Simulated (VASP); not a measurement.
OSZICAR of a VASP run on CdSe (wurtzite):

### OSZICAR
```
       N       E                     dE             d eps       ncg     rms          rms(c)
DAV:   1     0.246482851762E+03    0.24648E+03   -0.17504E+04  1056   0.148E+03
DAV:   2     0.173636981841E+01   -0.24475E+03   -0.23963E+03  1170   0.351E+02
DAV:   3    -0.115551466060E+02   -0.13292E+02   -0.13253E+02  1260   0.821E+01
DAV:   4    -0.116702818199E+02   -0.11514E+00   -0.11510E+00  1200   0.744E+00
DAV:   5    -0.116712285098E+02   -0.94669E-03   -0.94667E-03  1272   0.627E-01    0.925E+00
DAV:   6    -0.109558206775E+02    0.71541E+00   -0.16249E+00  1302   0.129E+01    0.713E+00
DAV:   7    -0.109243239409E+02    0.31497E-01   -0.63712E-01  1164   0.447E+00    0.259E+00
DAV:   8    -0.109211104110E+02    0.32135E-02   -0.77637E-02  1116   0.310E+00    0.405E-01
DAV:   9    -0.109210422717E+02    0.68139E-04   -0.10563E-02  1236   0.134E+00    0.146E-01
DAV:  10    -0.109211384756E+02   -0.96204E-04   -0.11121E-03  1176   0.418E-01    0.771E-02
DAV:  11    -0.109212355271E+02   -0.97051E-04   -0.20841E-04  1134   0.973E-02    0.189E-02
DAV:  12    -0.109212321153E+02    0.34118E-05   -0.66511E-05  1330   0.917E-02    0.964E-03
DAV:  13    -0.109212341283E+02   -0.20130E-05   -0.13445E-05  1134   0.365E-02    0.415E-03
DAV:  14    -0.109212342934E+02   -0.16504E-06   -0.59539E-07   846   0.403E-03
   1 F= -.10921234E+02 E0= -.10921234E+02  d E =-.109212E+02
       N       E                     dE             d eps       ncg     rms          rms(c)
DAV:   1    -0.131612091929E+02   -0.22400E+01   -0.50935E+01  1104   0.794E+01    0.135E+01
DAV:   2    -0.112725305511E+02    0.18887E+01   -0.47407E+00  1068   0.284E+01    0.459E+00
DAV:   3    -0.110464646240E+02    0.22607E+00   -0.50221E-01  1152   0.637E+00    0.420E+00
DAV:   4    -0.109914582918E+02    0.55006E-01   -0.77873E-02  1074   0.185E+00    0.111E+00
DAV:   5    -0.109875865445E+02    0.38717E-02   -0.11367E-02  1218   0.985E-01    0.144E-01
DAV:   6    -0.109877976817E+02   -0.21114E-03   -0.12603E-03  1098   0.300E-01    0.842E-02
DAV:   7    -0.109878583041E+02   -0.60622E-04   -0.91889E-05  1176   0.702E-02    0.314E-02
DAV:   8    -0.109878574104E+02    0.89367E-06   -0.15190E-05  1200   0.492E-02    0.387E-03
DAV:   9    -0.109878594138E+02   -0.20034E-05   -0.29436E-06   930   0.896E-03    0.299E-03
DAV:  10    -0.109878598835E+02   -0.46969E-06   -0.23350E-07   810   0.256E-03
   2 F= -.10987860E+02 E0= -.10987860E+02  d E =-.666256E-01
       N       E                     dE             d eps       ncg     rms          rms(c)
DAV:   1    -0.111158392666E+02   -0.12798E+00   -0.27026E+00  1110   0.173E+01    0.249E+00
DAV:   2    -0.110062857760E+02    0.10955E+00   -0.30959E-01  1068   0.694E+00    0.796E-01
DAV:   3    -0.109952386569E+02    0.11047E-01   -0.34784E-02  1104   0.153E+00    0.711E-01
DAV:   4    -0.109939290437E+02    0.13096E-02   -0.24000E-03  1068   0.375E-01    0.110E-01
DAV:   5    -0.109937503235E+02    0.17872E-03   -0.98098E-04  1254   0.359E-01    0.571E-02
DAV:   6    -0.109937678384E+02   -0.17515E-04   -0.99303E-05  1098   0.897E-02    0.179E-02
DAV:   7    -0.109937671526E+02    0.68585E-06   -0.10426E-06   818   0.794E-03
   3 F= -.10993767E+02 E0= -.10993767E+02  d E =-.725329E-01
```

### Question
Which electronic solver shows in the log?

### Answer
It is blocked Davidson (ALGO = Normal, or the opening steps of other solvers). The INCAR had ALGO = Normal.

### Question
Can the final energy be trusted as converged?

### Answer
Self-consistency was reached. It stopped with EDIFF = 1E-6, NELM = 100, NSW = 60 and EDIFFG = -0.01 after 3 ionic steps (PBE GGA, plane waves, VASP's PBE PAW potentials (set 64)). Energy and stress use the plane-wave basis of the starting cell.

The compound is CdSe in the wurtzite structure. This run relaxes it. Symmetry was kept, so distortions that lower it aren't found.
